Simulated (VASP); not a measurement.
# BeZn2Te3 (P3m1) in VASP: a series of runs

The runs below take BeZn2Te3 through relaxation of cell and atoms, with PBE.

All numbers are computed with VASP 6.6.1; they aren't measurements. Logs are shortened: lines on timing, memory, paths and dates and some standing lists are left out, and cuts for length are marked.

### Step 1. Starting point

It takes space group P3m1 (No. 156, trigonal). Conventional cell: a = 4.170 Å, b = 4.170 Å, c = 10.220 Å, α = 90.00°, β = 90.00°, γ = 120.00°. Around Be (site symmetry 3m) lie 4 Te at 2.55 to 2.56 Å. Zn (site symmetry 3m) has 4 Te at 2.55 to 2.56 Å as nearest neighbours. Zn (site symmetry 3m) is surrounded by 4 Te at 2.55 Å. Te (site symmetry 3m) has 3 Zn at 2.55 Å and 1 Be at 2.56 Å as nearest neighbours. Te (site symmetry 3m) has 3 Be at 2.55 Å and 1 Zn at 2.55 Å as nearest neighbours. Te (site symmetry 3m) has 4 Zn at 2.55 to 2.56 Å as nearest neighbours.

The cell was built by a generator and needn't be a form met in nature.

### Step 2. Relaxation of cell and atoms, PBE

Input file INCAR:

```
PREC = Normal ; ENCUT = 520
EDIFF = 1E-4 ; ISMEAR = 0
SIGMA = 0.15 ; LREAL = F
LASPH = T ; NELM = 60
ALGO = Fast ; ISIF = 3
LWAVE = F ; LCHARG = F
GGA = PE ; IBRION = 2
NSW = 24 ; EDIFFG = -0.08
```

Input file KPOINTS:

```
Automatic mesh
0
Gamma
  4 4 2
```

Input file POSCAR:

```
BeZn2Te3
1.0
    4.1700000000      0.0000000000      0.0000000000
   -2.0850000000      3.6113259300      0.0000000000
    0.0000000000      0.0000000000     10.2200000000
Be Zn Te
1 2 3
Direct
    0.0000000000      0.0000000000      0.0000000000
    0.6666666700      0.3333333300      0.3333300000
    0.3333333300      0.6666666700      0.6666700000
    0.0000000000      0.0000000000      0.2500000000
    0.3333333300      0.6666666700      0.9166700000
    0.6666666700      0.3333333300      0.5833300000
```

Potentials or basis: VASP PAW PBE potentials, release 64 (Be, Zn, Te).

Command:

```bash
$ cat potpaw_PBE.64/Be/POTCAR potpaw_PBE.64/Zn/POTCAR potpaw_PBE.64/Te/POTCAR > POTCAR
$ mpirun -np 1 vasp_std > vasp.out
```

OUTCAR:

```text
PREC = Normal
   ENCUT = 520
   EDIFF = 1E-4
   ISMEAR = 0
   LREAL = F
   LASPH = T
   NELM = 60
   ISIF = 3
   GGA = PE
   IBRION = 2
   NSW = 24
   EDIFFG = -0.08

 ion  position               nearest neighbor table
   1  0.000  0.000  0.000-   5 2.55   5 2.55   5 2.55   4 2.56
   2  0.667  0.333  0.333-   4 2.55   4 2.55   4 2.55   6 2.56
   3  0.333  0.667  0.667-   6 2.55   6 2.55   6 2.55   5 2.56
   4  0.000  0.000  0.250-   2 2.55   2 2.55   2 2.55   1 2.56
   5  0.333  0.667  0.917-   1 2.55   1 2.55   1 2.55   3 2.56
   6  0.667  0.333  0.583-   3 2.55   3 2.55   3 2.55   2 2.56

  LATTYP: Found a hexagonal cell.
 ALAT       =     4.1700000000
 C/A-ratio  =     2.4508393285

  Lattice vectors:

 A1 = (   4.1700000000,   0.0000000000,   0.0000000000)
 A2 = (  -2.0850000000,   3.6113259300,   0.0000000000)
 A3 = (   0.0000000000,   0.0000000000,  10.2200000000)

Analysis of symmetry for initial positions (statically):
=====================================================================
 Subroutine PRICEL returns:
 Original cell was already a primitive cell.

 Routine SETGRP: Setting up the symmetry group for a
 hexagonal supercell.

 Subroutine GETGRP returns: Found  6 space group operations
 (whereof  6 operations were pure point group operations)
 out of a pool of 24 trial point group operations.

The static configuration has the point symmetry C_3v.

Analysis of symmetry for dynamics (positions and initial velocities):
=====================================================================
 Subroutine PRICEL returns:
 Original cell was already a primitive cell.

 Routine SETGRP: Setting up the symmetry group for a
 hexagonal supercell.

 Subroutine GETGRP returns: Found  6 space group operations
 (whereof  6 operations were pure point group operations)
 out of a pool of 24 trial point group operations.

The dynamic configuration has the point symmetry C_3v.

 Subroutine INISYM returns: Found  6 space group operations
 (whereof  6 operations are pure point group operations),
 and found     1 'primitive' translations

----------------------------------------------------------------------------------------

                                     Primitive cell

  volume of cell :     153.9053

  direct lattice vectors                    reciprocal lattice vectors
     4.170000000  0.000000000  0.000000000     0.239808153  0.138453302  0.000000000
    -2.085000000  3.611325930  0.000000000     0.000000000  0.276906604  0.000000000
     0.000000000  0.000000000 10.220000000     0.000000000  0.000000000  0.097847358

  length of vectors
     4.170000000  4.169999997 10.220000000     0.276906604  0.276906604  0.097847358

  position of ions in fractional coordinates (direct lattice)
     0.000000000  0.000000000  0.000000000
     0.666666670  0.333333330  0.333330000
     0.333333330  0.666666670  0.666670000
     0.000000000  0.000000000  0.250000000
     0.333333330  0.666666670  0.916670000
     0.666666670  0.333333330  0.583330000

  ion indices of the primitive-cell ions
   primitive index   ion index
                 1           1
                 2           2
                 3           3
                 4           4
                 5           5
                 6           6

----------------------------------------------------------------------------------------

 KPOINTS: Automatic mesh

Automatic generation of k-mesh.
 Grid dimensions read from file:
 generate k-points for:    4    4    2

 Generating k-lattice:

  Cartesian coordinates                     Fractional coordinates (reciprocal lattice)
     0.059952038  0.034613326  0.000000000     0.250000000  0.000000000  0.000000000
     0.000000000  0.069226651  0.000000000     0.000000000  0.250000000  0.000000000
     0.000000000  0.000000000  0.048923679     0.000000000  0.000000000  0.500000000

  Length of vectors
     0.069226651  0.069226651  0.048923679

  Shift w.r.t. Gamma in fractional coordinates (k-lattice)
     0.000000000  0.000000000  0.000000000

 Subroutine IBZKPT returns following result:
 ===========================================

 Found      8 irreducible k-points:

 Following reciprocal coordinates:
            Coordinates               Weight
  0.000000  0.000000  0.000000      1.000000
  0.250000  0.000000  0.000000      6.000000
  0.500000  0.000000  0.000000      3.000000
  0.250000  0.250000  0.000000      6.000000
  0.000000  0.000000  0.500000      1.000000
  0.250000  0.000000  0.500000      6.000000
  0.500000  0.000000  0.500000      3.000000
  0.250000  0.250000  0.500000      6.000000
   k-points           NKPTS =      8   k-points in BZ     NKDIM =      8   number of bands    NBANDS=     26
   number of dos      NEDOS =    301   number of ions     NIONS =      6
   total plane-waves  NPLWV =  34560
   dimension x,y,z NGX =    24 NGY =   24 NGZ =   60
   dimension x,y,z NGXF=    48 NGYF=   48 NGZF=  120
   ions per type =               1   2   3
   NGX,Y,Z   is equivalent  to a cutoff of   9.57,  9.57,  9.76 a.u.
   NGXF,Y,Z  is equivalent  to a cutoff of  19.14, 19.14, 19.52 a.u.
 SYSTEM =  unknown system
   PREC   = normal    normal or accurate (medium, high low for compatibility)
   ISTART =      0    job   : 0-new  1-cont  2-samecut
   ICHARG =      2    charge: 1-file 2-atom 10-const
   ISPIN  =      1    spin polarized calculation?
   LNONCOLLINEAR =      F non collinear calculations
   LSORBIT =      F    spin-orbit coupling
   LASPH  =      T    aspherical Exc in radial PAW
   ENCUT  =  520.0 eV  38.22 Ry    6.18 a.u.   7.75  7.75 19.00*2*pi/ulx,y,z
   NELM   =     60;   NELMIN=  2; NELMDL= -5     # of ELM steps
   EDIFF  = 0.1E-03   stopping-criterion for ELM
   LREAL  =      F    real-space projection
   EDIFFG = -.8E-01   stopping-criterion for IOM
   NSW    =     24    number of steps for IOM
   IBRION =      2    ionic relax: 0-MD 1-quasi-New 2-CG
   NFREE  =      1    steps in history (QN), initial steepest desc. (CG)
   ISIF   =      3    stress and relaxation
   ISYM   =      2    0-nonsym 1-usesym 2-fastsym
   POTIM  = 0.5000    time-step for ionic-motion
   TEBEG  =    0.0;   TEEND  =   0.0 temperature during run
   PSTRESS=    0.0 pullay stress
   NELECT =      44.0000    total number of electrons
   NUPDOWN=      -1.0000    fix difference up-down
   EMIN   =  10.00;   EMAX   =-10.00  energy-range for DOS
   EFERMI =   0.00;   METHOD = LEGACY
   ISMEAR =     0;   SIGMA  =   0.15  broadening in eV -4-tet -1-fermi 0-gaus
   EFERMI_NEDOS =   21; number of points for ismear=-14 and -15
   IALGO  =     68    algorithm
   IMIX   =      4    mixing-type and parameters
     AMIX     =   0.40;   BMIX     =  1.00
     AMIX_MAG =   1.60;   BMIX_MAG =  1.00
  volume/ion in A,a.u.               =      25.65       173.10
  Fermi-wavevector in a.u.,A,eV,Ry     =   1.078469  2.038012 15.824886  1.163096
  Thomas-Fermi vector in A             =   2.214409
   LORBIT       =      0    0 simple, 1 ext, 2 COOP (PROOUT), +10 PAW based schemes
   GGA     = PE    functional components
   LHFCALC =     F    Hartree Fock is set to
   AEXX    =    0.0000 exact exchange contribution
   IVDW    =     0    specifies the selected vdW correction
   LEPSILON=     F    determine dielectric tensor
   LRPA    =     F    only Hartree local field effects (RPA)
 conjugate gradient relaxation of ions
 non-spin polarized calculation
 RMM-DIIS sequential band-by-band and
 Gauss-broadening in eV      SIGMA  =   0.15
  energy-cutoff  :      520.00
  volume of cell :      153.91
 maximum number of plane-waves:      4185
   NGX = 15   NGY = 15   NGZ = 39

--------------------------------------- Ionic step        1  -------------------------------------------

 number of electron      43.9999929 magnetization

 Free energy of the ion-electron system (eV)
  ---------------------------------------------------
  ext. energy  EPLUGINS =         0.00000000
  ---------------------------------------------------
  free energy    TOTEN  =       -17.40229400 eV

  energy without entropy =      -17.40229400  energy(sigma->0) =      -17.40229400

------------------------ aborting loop because EDIFF is reached ----------------------------------------

  FORCE on cell =-STRESS in cart. coord.  units (eV):
  Direction    XX          YY          ZZ          XY          YZ          ZX
  --------------------------------------------------------------------------------------
  -------------------------------------------------------------------------------------
  Total        3.4860660      3.4860660      2.6771319     -0.0000000      0.0000000      0.0000000
  in kB       36.2904664     36.2904663     27.8693416     -0.0000000      0.0000000      0.0000000
  external PRESSURE =      33.4834248 kB  Pullay stress =       0.0000000 kB
[... 101 lines left out ...]
  FREE ENERGIE OF THE ION-ELECTRON SYSTEM (eV)
  ---------------------------------------------------
  free  energy   TOTEN  =       -17.6403561806 eV

  energy  without entropy=      -17.6403561806  energy(sigma->0) =      -17.64035618

[... ionic steps 4 to 14 ...]

--------------------------------------- Ionic step       15  -------------------------------------------

 number of electron      44.0000091 magnetization

------------------------ aborting loop because EDIFF is reached ----------------------------------------

  FORCE on cell =-STRESS in cart. coord.  units (eV):
  Direction    XX          YY          ZZ          XY          YZ          ZX
  --------------------------------------------------------------------------------------
  -------------------------------------------------------------------------------------
  Total       -0.0270317     -0.0270317     -0.1158382     -0.0000000      0.0000000      0.0000000
  in kB       -0.2637621     -0.2637621     -1.1302899     -0.0000000      0.0000000      0.0000000
  external PRESSURE =      -0.5526047 kB  Pullay stress =       0.0000000 kB
[... 65 lines left out ...]
  energy  without entropy=      -17.7049577928  energy(sigma->0) =      -17.70495779

--------------------------------------- Ionic step       17  -------------------------------------------

 number of electron      44.0000090 magnetization

 Free energy of the ion-electron system (eV)
  ---------------------------------------------------
  ext. energy  EPLUGINS =         0.00000000
  ---------------------------------------------------
  free energy    TOTEN  =       -17.70607521 eV

  energy without entropy =      -17.70607521  energy(sigma->0) =      -17.70607521

 E-fermi :   4.1945     XC(G=0):  -8.8299

 val. band max:        3.4938157617   @ k =   0.0000   0.0000   0.0000
 cond. band min:       5.0931508631   @ k =   0.0000   0.0000   0.0000
 fundamental gap:      1.5993351013
 Fermi energy:         4.1945097140

 k-point     1 :       0.0000    0.0000    0.0000
  band No.  band energies     occupation
      1      -8.3152      2.00000
      2      -7.7125      2.00000
      3      -7.5168      2.00000
      4      -3.3942      2.00000
      5      -3.3941      2.00000
      6      -3.3679      2.00000
[... 254 lines left out ...]
  FREE ENERGIE OF THE ION-ELECTRON SYSTEM (eV)
  ---------------------------------------------------
  free  energy   TOTEN  =       -17.7060752114 eV

  energy  without entropy=      -17.7060752114  energy(sigma->0) =      -17.70607521

 reached required accuracy - stopping structural energy minimisation
```

Wall time 88 s (1 thread of Intel Xeon 6975P-C (Granite Rapids), shared host); peak memory 0.21 GiB.

What came out:

| Item | Value |
| --- | --- |
| Free energy | -17.7061 eV |
| Relaxed volume | 27.31 Å³/atom |
| Relaxed cell | a = 4.268 Å, b = 4.268 Å, c = 10.389 Å, α = 90.00°, β = 90.00°, γ = 120.00° |
| Space group after relaxing (to 0.05 Å) | P3m1 (No. 156) |
| Energy gained by relaxing | 50.6 meV/atom |
| Ionic steps | 17 |
| Pressure after relaxing | 0.4 GPa |
| Largest force after relaxing | 0.010 eV/Å |
| Band gap on the k mesh | 1.60 eV, direct |

Forces on the atoms (eV/Å):
```
Be   0.000  0.000  0.002
Zn   0.000  0.000  0.006
Zn   0.000  0.000 -0.008
Te   0.000  0.000  0.010
Te   0.000  0.000 -0.005
Te   0.000  0.000 -0.006
```

Step by step:
```csv
step,energy change (eV),largest force (eV/Å),pressure (GPa),volume (Å³)
1,0.0000,1.2427,3.35,153.91
2,-0.2363,0.5783,-0.18,166.16
3,-0.2381,0.5116,-0.68,167.65
4,-0.2715,0.2955,-0.30,165.95
5,-0.2867,0.2593,0.03,164.61
6,-0.2820,0.3855,0.44,161.95
7,-0.2907,0.2872,0.10,163.54
8,-0.2906,0.2735,0.22,163.31
9,-0.3002,0.1671,0.45,163.82
10,-0.3024,0.0961,0.29,164.38
11,-0.3026,0.0907,-0.12,164.29
12,-0.3022,0.1421,0.27,164.06
13,-0.3027,0.0898,-0.23,164.24
14,-0.3026,0.1195,-0.07,164.15
15,-0.3027,0.1003,-0.06,164.20
16,-0.3027,0.1011,-0.06,164.22
17,-0.3038,0.0100,0.35,163.88
```

Final structure:
```cif
data_structure
_symmetry_space_group_name_H-M 'P 1'
_symmetry_Int_Tables_number 1
_cell_length_a 4.2679
_cell_length_b 4.2679
_cell_length_c 10.3889
_cell_angle_alpha 90.000
_cell_angle_beta 90.000
_cell_angle_gamma 120.000
_cell_volume 163.88
loop_
_atom_site_label
_atom_site_type_symbol
_atom_site_fract_x
_atom_site_fract_y
_atom_site_fract_z
_atom_site_occupancy
Be1 Be 0.00000 0.00000 0.00013 1
Zn1 Zn 0.66667 0.33333 0.32697 1
Zn2 Zn 0.33333 0.66667 0.67438 1
Te1 Te 0.00000 0.00000 0.23519 1
Te2 Te 0.33333 0.66667 0.93090 1
Te3 Te 0.66667 0.33333 0.58243 1
```

Caveat: the k mesh is coarse (spacing up to 0.43 Å⁻¹), so the values aren't converged; spin-orbit coupling is left out, which moves the levels of the heavy elements; the relaxation stopped at a loose force limit of 0.08 eV/Å, so its end isn't a converged minimum.

### Step 3. Relaxation of cell and atoms, PBE

This run uses another cell than the first one, of 25.71 Å³/atom, 1.002 times its volume.

INCAR is that of step 2.

Input file KPOINTS:

```
Automatic mesh
0
Gamma
  3 3 2
```

Input file POSCAR:

```
BeZn2Te3
1.0
    2.9822343600     -3.0964571200      0.0000000000
    2.9822343600      3.0964571200      0.0000000000
    0.0000000000      0.0000000000      8.3518691100
Be Zn Te
1 2 3
Direct
    0.5000000000      0.5000000000      0.0000000000
    0.0000000000      0.5000000000      0.0000000000
    0.5000000000      0.0000000000      0.0000000000
    0.0000000000      0.5000000000      0.5000000000
    0.5000000000      0.0000000000      0.5000000000
    0.0000000000      0.0000000000      0.0000000000
```

Potentials or basis: VASP PAW PBE potentials, release 64 (Be, Zn, Te).

Command:

```bash
$ cat potpaw_PBE.64/Be/POTCAR potpaw_PBE.64/Zn/POTCAR potpaw_PBE.64/Te/POTCAR > POTCAR
$ mpirun -np 1 vasp_std > vasp.out
```

It took 1.8 min on 1 thread of Intel Xeon 6975P-C (Granite Rapids), shared host; peak memory 0.19 GiB.

It converged, with:

| Item | Value |
| --- | --- |
| Free energy | -13.0023 eV |
| Relaxed volume | 25.61 Å³/atom |
| Relaxed cell | a = 5.438 Å, b = 5.438 Å, c = 5.764 Å, α = 90.00°, β = 90.00°, γ = 115.64° |
| Space group after relaxing (to 0.05 Å) | Cmmm (No. 65) |
| Energy gained by relaxing | 1092.2 meV/atom |
| Ionic steps | 16 |
| Pressure after relaxing | 0.0 GPa |
| Band gap on the k mesh | none (metal or under the smearing width) |

Stress tensor (GPa, compression positive):
```
-0.36  0.00  0.00
 0.00 -0.05  0.00
 0.00  0.00  0.40
```

The path:
| step | energy change (eV) | largest force (eV/Å) | pressure (GPa) | volume (Å³) |
| --- | --- | --- | --- | --- |
| 1 | 0.0000 | 0.0000 | 23.91 | 154.25 |
| 2 | -3.4584 | 0.0000 | -5.03 | 250.35 |
| 3 | -4.6035 | 0.0000 | -1.33 | 204.58 |
| 4 | -5.0417 | 0.0000 | -1.71 | 198.86 |
| 5 | -5.6872 | 0.0000 | -1.89 | 188.94 |
| 6 | -6.1262 | 0.0000 | 1.40 | 166.88 |
| 7 | -6.1633 | 0.0000 | 0.69 | 171.30 |
| 8 | -6.3059 | 0.0000 | -2.04 | 172.39 |
| 9 | -6.3275 | 0.0000 | -3.11 | 172.63 |
| 10 | -6.3937 | 0.0000 | -3.04 | 169.28 |
| 11 | -6.5201 | 0.0000 | -2.01 | 158.74 |
| 12 | -6.5176 | 0.0000 | -0.83 | 154.59 |
| 13 | -6.5240 | 0.0000 | -1.52 | 156.67 |
| 14 | -6.5237 | 0.0000 | -1.16 | 156.28 |
| 15 | -6.5431 | 0.0000 | -0.48 | 154.92 |
| 16 | -6.5534 | 0.0000 | 0.00 | 153.64 |

Final structure:
```yaml
crystal:
  lattice:
    - [2.89599, -4.60247, 0.00000]
    - [2.89599, 4.60247, 0.00000]
    - [0.00000, 0.00000, 5.76359]
  atoms:
    - { symbol: Be, position: [0.50000, 0.50000, 0.00000] }
    - { symbol: Zn, position: [0.00000, 0.50000, 0.00000] }
    - { symbol: Zn, position: [0.50000, 0.00000, 0.00000] }
    - { symbol: Te, position: [0.00000, 0.50000, 0.50000] }
    - { symbol: Te, position: [0.50000, 0.00000, 0.50000] }
    - { symbol: Te, position: [0.00000, 0.00000, 0.00000] }
```

Levels at points of the mesh, in eV from the Fermi level:
```csv
k point,band 18,band 19,band 20,band 21,band 22,band 23,band 24,band 25,band 26
"(0.00, 0.00, 0.00)",-3.32,-1.81,-1.46,-0.38,-0.25,-0.17,-0.04,0.41,3.13
"(0.00, 0.00, 0.50)",-2.81,-1.95,-1.86,-1.22,-0.61,-0.57,1.47,1.80,3.43
```

Caveat: the k mesh is coarse (spacing up to 0.49 Å⁻¹), so the values aren't converged; the relaxation stopped at a loose force limit of 0.08 eV/Å, so its end isn't a converged minimum.
